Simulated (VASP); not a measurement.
Energy against volume of GaAs (zinc blende). Level of theory: SCAN meta-GGA, VASP's PBE PAW potentials (set 64) (plane waves; VASP). Numerical set-up: 520 eV cut-off, 8×8×8 Γ-centred mesh, Gaussian smearing of 0.050 eV, potentials Ga_d As.

```csv
V (Å³/atom),E (eV/atom)
21.359,-18.62820
22.040,-18.64285
22.722,-18.64708
23.404,-18.64158
```

Question: Fit these four points and predict the energy of the run at 24.085 Å³/atom.

Answer: A cubic in V^(−2/3), the third-order Birch-Murnaghan form, passes through the four points with V0 = 22.67 Å³/atom and B0 = 76 GPa, and gives -18.6271 eV/atom there. The run gave -18.6287 eV/atom, -1.6 meV/atom from the fit; all five points give B0 = 73 GPa.

The compound is GaAs in the zinc blende structure. It was relaxed first.
